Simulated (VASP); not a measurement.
All values below come from PBEsol GGA with spin-orbit coupling, VASP's PBE PAW potentials (set 64) (plane waves; VASP).

VASP input:

File KPOINTS_OPT:
```
k-points along high-symmetry lines
5
Line-mode
Reciprocal
  0.000000   0.000000   0.000000 ! GAMMA
  0.000000   0.000000   0.500000 ! X

  0.000000   0.000000   0.500000 ! X
  0.250000   0.250000   0.250000 ! P

  0.250000   0.250000   0.250000 ! P
  0.000000   0.500000   0.000000 ! N

  0.000000   0.500000   0.000000 ! N
  0.000000   0.000000   0.000000 ! GAMMA

  0.000000   0.000000   0.000000 ! GAMMA
  0.500000   0.500000  -0.500000 ! M

  0.500000   0.500000  -0.500000 ! M
  0.291733   0.708267  -0.291733 ! S

 -0.291733   0.291733   0.291733 ! S_0
  0.000000   0.000000   0.000000 ! GAMMA

  0.000000   0.000000   0.500000 ! X
 -0.083466   0.083466   0.500000 ! R

  0.500000   0.500000  -0.083466 ! G
  0.500000   0.500000  -0.500000 ! M
```

File POSCAR:
```
TaSi2
4.0722680
 -0.4000933571   0.4000933571   0.9999999412
  0.4000933571  -0.4000933571   0.9999999412
  0.4000933571   0.4000933571  -0.9999999412
Ta Si
1 2
direct
  1.0000000000   1.0000000000   0.0000000000
  0.3316810282   0.3316810282   0.0000000000
  0.6683189718   0.6683189718   1.0000000000
```

KPOINTS:
```
Automatic mesh
0
gamma
  12 12 12
0 0 0
```

INCAR:
```
SYSTEM  =  TaSi2
PREC  =  Accurate; ENCUT  =  400; LREAL  =  .FALSE.
LASPH  =  .TRUE.
EDIFF  =  1E-6; NELM  =  100; ALGO  =  Normal
LMAXMIX  =  6
ISMEAR  =  0; SIGMA  =  0.05
GGA  =  PS; GGA_COMPAT  =  .FALSE.
MAGMOM  =  0 0 0 0 0 0 0 0 0
LSORBIT  =  .TRUE.
LWAVE  =  .FALSE.; LCHARG  =  .FALSE.
```

POTCAR, in this order: Ta_pv Si (PBE.64 set). Program: vasp_ncl.

The run wrote:

File OUTCAR:
```
 ion  position               nearest neighbor table
   1  0.000  0.000  0.000-   3 2.68   3 2.68   3 2.68   2 2.68   3 2.68   2 2.68   2 2.68   2 2.68
                             2 2.70   3 2.70
   2  0.332  0.332  0.000-   3 2.66   3 2.66   3 2.66   3 2.66   1 2.68   1 2.68   1 2.68   1 2.68
                             1 2.70   3 2.74
   3  0.668  0.668  0.000-   2 2.66   2 2.66   2 2.66   2 2.66   1 2.68   1 2.68   1 2.68   1 2.68
                             1 2.70   2 2.74
  LATTYP: Found a body centered tetragonal cell.
 ALAT       =     3.2585747502
 C/A-ratio  =     2.4994165074
 Subroutine PRICEL returns:
 Original cell was already a primitive cell.
 Subroutine GETGRP returns: Found 16 space group operations
The static configuration has the point symmetry D_4h.
The dynamic configuration has the point symmetry D_4h.
The overall configuration has the point symmetry D_4h.
 Subroutine INISYM returns: Found 16 space group operations
 Subroutine IBZKPT returns following result:
 Found    163 irreducible k-points:

 Following reciprocal coordinates:
            Coordinates               Weight
  0.000000  0.000000  0.000000      1.000000
  0.083333 -0.000000  0.000000      8.000000
  0.166667 -0.000000  0.000000      8.000000
  0.250000 -0.000000  0.000000      8.000000
  0.333333 -0.000000  0.000000      8.000000
  0.416667 -0.000000  0.000000      8.000000
  0.500000 -0.000000  0.000000      4.000000
  0.083333  0.083333  0.000000      8.000000
  0.166667  0.083333  0.000000     16.000000
  0.250000  0.083333  0.000000     16.000000
  0.333333  0.083333  0.000000     16.000000
  0.416667  0.083333  0.000000     16.000000
  0.500000  0.083333  0.000000     16.000000
 -0.416667  0.083333  0.000000     16.000000
 -0.333333  0.083333 -0.000000     16.000000
 -0.250000  0.083333 -0.000000     16.000000
 -0.166667  0.083333 -0.000000     16.000000
 -0.083333  0.083333  0.000000      4.000000
...
```

File OSZICAR:
```
       N       E                     dE             d eps       ncg     rms          rms(c)
DAV:   1     0.985873283041E+02    0.98587E+02   -0.82257E+03  8884   0.113E+03
DAV:   2    -0.229434405729E+02   -0.12153E+03   -0.11870E+03 10020   0.304E+02
DAV:   3    -0.270249562756E+02   -0.40815E+01   -0.40031E+01 11142   0.510E+01
DAV:   4    -0.270760583968E+02   -0.51102E-01   -0.50898E-01 10512   0.596E+00
DAV:   5    -0.270768786230E+02   -0.82023E-03   -0.81933E-03 11028   0.728E-01    0.184E+01
DAV:   6    -0.263675749332E+02    0.70930E+00   -0.23758E+00 10466   0.124E+01    0.835E+00
DAV:   7    -0.262796692121E+02    0.87906E-01   -0.18416E-01 10820   0.353E+00    0.303E+00
DAV:   8    -0.262664172872E+02    0.13252E-01   -0.22824E-02 10812   0.118E+00    0.571E-01
DAV:   9    -0.262659448868E+02    0.47240E-03   -0.94180E-04 10604   0.246E-01    0.228E-01
DAV:  10    -0.262657451168E+02    0.19977E-03   -0.46172E-04 10494   0.169E-01    0.990E-02
DAV:  11    -0.262657417248E+02    0.33921E-05   -0.55140E-05 10760   0.607E-02    0.386E-02
DAV:  12    -0.262657430351E+02   -0.13104E-05   -0.34820E-06 10270   0.155E-02    0.596E-03
DAV:  13    -0.262657425167E+02    0.51844E-06   -0.33813E-07  5514   0.525E-03
   1 F= -.26265743E+02 E0= -.26265191E+02  d E =-.110226E-02  mag=     0.0000    -0.0000    -0.0000
       N       E                     dE             ncg
```

**OUTCAR**
```
------------------------ aborting loop because EDIFF is reached ----------------------------------------
  FORCE on cell =-STRESS in cart. coord.  units (eV):
  Direction    XX          YY          ZZ          XY          YZ          ZX
  --------------------------------------------------------------------------------------
  Total        0.0187405      0.0187405      0.0895622      0.0000000      0.0000000      0.0000000
  in kB        0.6943852      0.6943852      3.3185142      0.0000000      0.0000000      0.0000000
  external PRESSURE =       1.5690949 kB  Pullay stress =       0.0000000 kB
  volume of cell :       43.24
      direct lattice vectors                 reciprocal lattice vectors
    -1.629287375  1.629287375  4.072267761     0.000000000  0.306882633  0.122781710
     1.629287375 -1.629287375  4.072267761     0.306882633  0.000000000  0.122781710
     1.629287375  1.629287375 -4.072267761     0.306882633  0.306882633  0.000000000
 POSITION                                       TOTAL-FORCE (eV/Angst)
 -----------------------------------------------------------------------------------
      0.00000      0.00000      0.00000         0.000000      0.000000      0.000000
      0.00000      0.00000      2.70139        -0.000000     -0.000000     -0.014928
      0.00000      0.00000      5.44315         0.000000      0.000000      0.014928
 -----------------------------------------------------------------------------------
    total drift:                                0.000000     -0.000000      0.000000
  FREE ENERGIE OF THE ION-ELECTRON SYSTEM (eV)
  ---------------------------------------------------
  free  energy   TOTEN  =       -26.2657425167 eV

  energy  without entropy=      -26.2646402611  energy(sigma->0) =      -26.26519139

 Ion:    1  E_soc:     -1.3858311

 Ion:    2  E_soc:     -0.0010242

 Ion:    3  E_soc:     -0.0010242
```
(Selected blocks of OUTCAR.)

The structure was generated: TaSi2 was put into the MoSi2 type (I4/mmm), which need not be its known phase. It was relaxed first.
